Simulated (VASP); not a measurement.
A run of VASP 6.6.1 is set up as follows.

INCAR

```
SYSTEM = HCSeSF
  ALGO = Normal
  EDIFF = 1E-6
  ENCUT = 520
  GGA = PE
  ISIF = 2
  ISMEAR = 0
  IVDW = 2
  LASPH = .True.
  LCHARG = .False.
  LORBIT = 10
  LREAL = .False.
  LWAVE = .False.
  NELM = 60
  PREC = Accurate
  SIGMA = 0.01
```

KPOINTS

```
k-points
0
Gamma
  1 1 1
  0 0 0
```

The input POSCAR:

```
HCSeSF
1.0
   12.0000000000      0.0000000000      0.0000000000
    0.0000000000     11.0000000000      0.0000000000
    0.0000000000      0.0000000000     12.0000000000
F C S Se H
1 1 1 1 1
Direct
    0.4332166700      0.4645227300      0.6127375000
    0.4676583300      0.4844500000      0.5092041700
    0.5971666700      0.5517227300      0.5027125000
    0.3877416700      0.4453590900      0.3921291700
    0.6144250000      0.5584590900      0.6135375000
```

Potentials or basis: VASP PAW PBE potentials, release 64 (F, C, S, Se, H).

The run is started by

```sh
$ cat potpaw_PBE.64/F/POTCAR potpaw_PBE.64/C/POTCAR potpaw_PBE.64/S/POTCAR potpaw_PBE.64/Se/POTCAR potpaw_PBE.64/H/POTCAR > POTCAR
$ mpirun -np 1 vasp_gam > vasp.out
```

Task: What does it give for the Hirshfeld charges?

Result: F -0.05; C +0.03; S +0.06; Se -0.10; H +0.06 e.

Task: What does it give for the dispersion energy per atom?

Result: -0.002 eV.

Task: Predict the largest force.

Result: 1.371 eV/Å.

Task: What does it give for the gap between the frontier levels?

Result: 2.60 eV.

Forces on the atoms (eV/Å):
```
F   -0.452 -0.238  1.272
C    0.535  0.268 -0.700
S    0.199  0.099 -0.244
Se  -0.351 -0.157 -0.545
H    0.070  0.029  0.217
```

Expect the measured gap to be larger: semilocal functionals such as PBE lack the derivative discontinuity.
